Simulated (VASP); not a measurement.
# KMgI3 in VASP: how settings move the PBE single point

Aim: see what changed inputs do to the PBE single point of KMgI3, cubic perovskite. This is a trial cell built on a prototype, not taken from a measured structure, and it needn't be the compound's ground state.

The runs shown are made with VASP 6.6.1. PAW datasets, plane waves. Computed, not measured; no magnetism was allowed, and the structure may never have been made.

## 1. The cell

The cell comes from an earlier relaxation with r2SCAN in another program.

Space group Pm-3m (No. 221), cubic; conventional cell a = 5.814 Å, 39.30 Å³ an atom. K has 12 I at 4.11 Å; Mg has 6 I at 2.91 Å; I has 2 Mg at 2.91 Å and 4 K at 4.11 Å.

The structure in full:

```
CELL_PARAMETERS angstrom
5.81386 0.00000 0.00000
0.00000 5.81386 0.00000
0.00000 0.00000 5.81386
ATOMIC_POSITIONS crystal
K 0.00000 0.00000 0.00000
Mg 0.50000 0.50000 0.50000
I 0.50000 0.50000 0.00000
I 0.50000 0.00000 0.50000
I 0.00000 0.50000 0.50000
```

## 2. The reference run

INCAR

```
ENCUT = 520.000000
SIGMA = 0.020000
EDIFF = 1.00e-07
GGA = PE
PREC = Accurate
IBRION = -1
ISIF = 2
ISMEAR = -1
NBANDS = 24
NELM = 120
NSW = 0
LASPH = .TRUE.
LCHARG = .FALSE.
LWAVE = .FALSE.
LREAL = .FALSE.
```

KPOINTS

```
KPOINTS created by Atomic Simulation Environment
0
Gamma
4 4 4
0 0 0
```

POSCAR

```
K  Mg I
 1.0000000000000000
     5.8138566057811820   -0.0000000000000000    0.0000000000000000
    -0.0000000000000000    5.8138566057811820    0.0000000000000000
    -0.0000000000000000    0.0000000000000000    5.8138566057811820
 K   Mg  I
   1   1   3
Cartesian
 -0.0000000000000000 -0.0000000000000000  0.0000000000000000
  2.9069283028905910  2.9069283028905910  2.9069283028905910
  2.9069283028905910  2.9069283028905910  0.0000000000000000
  2.9069283028905910 -0.0000000000000000  2.9069283028905910
 -0.0000000000000000  2.9069283028905910  2.9069283028905910
```

A file KPOINTS_OPT adds named points for the levels; it doesn't enter the self-consistent loop.

Potentials: the recommended PBE PAW datasets, 32 valence electrons.

Command:

```sh
$ mpirun -np 1 vasp_std
```

## 3. Try 1

INCAR is that of step 2.

KPOINTS

```
KPOINTS created by Atomic Simulation Environment
0
Monkhorst-Pack
4 4 4
0 0 0
```

POSCAR is that of step 2.

## 4. Try 2

INCAR: that of step 2 with these lines changed.

```diff
@@ -2,3 +2,2 @@
 SIGMA = 0.020000
-EDIFF = 1.00e-07
 GGA = PE
@@ -15 +14,2 @@
 LREAL = .FALSE.
+EDIFF = 1e-08
```

KPOINTS is that of step 2.

POSCAR is that of step 2.

## 5. Try 3

INCAR

```
ENCUT = 520.000000
EDIFF = 1.00e-07
GGA = PE
IBRION = -1
ISIF = 2
NBANDS = 24
NELM = 120
NSW = 0
LASPH = .TRUE.
LCHARG = .FALSE.
LWAVE = .FALSE.
LREAL = .FALSE.
ISMEAR = 2
SIGMA = 0.2
PREC = Medium
```

KPOINTS is that of step 2.

POSCAR is that of step 2.

## 6. Try 4

INCAR

```
SIGMA = 0.020000
EDIFF = 1.00e-07
GGA = PE
PREC = Accurate
IBRION = -1
ISIF = 2
ISMEAR = -1
NBANDS = 24
NSW = 0
LASPH = .TRUE.
LCHARG = .FALSE.
LWAVE = .FALSE.
LREAL = .FALSE.
NELM = 62
ENCUT = 120
```

KPOINTS is that of step 2.

POSCAR is that of step 2.

What does the calculation give? Wanted: for each run, changed; ending; energy change; pressure; electronic steps; usable.

The runs gave:

| run | changed | ending | energy change (meV/atom) | pressure (GPa) | gap on the mesh (eV; negative: overlap) | electronic steps | time | usable |
| --- | --- | --- | --- | --- | --- | --- | --- | --- |
| ref. | – | converged | 0 | 0.4 | 1.21 | 14 | 55 s | yes |
| 1 | shifted mesh | converged | -0.1 | 0.4 | 2.03 | 14 | 26 s | yes |
| 2 | EDIFF = 1e-08 | converged | 0.0 | 0.4 | 1.21 | 17 | 58 s | yes |
| 3 | ISMEAR = 2, SIGMA = 0.2, PREC = Medium | converged | 0.5 | 0.4 | 1.21 | 14 | 21 s | no |
| 4 | ENCUT = 120 | converged | 203.6 | -17.9 | 1.18 | 15 | 7.8 s | no |

Of 4 altered inputs, 2 ended normally on a faulty or unsound input, 2 gave usable results. Among the usable ones with comparable energies, «shifted mesh» moves the energy most, by -0.1 meV/atom.
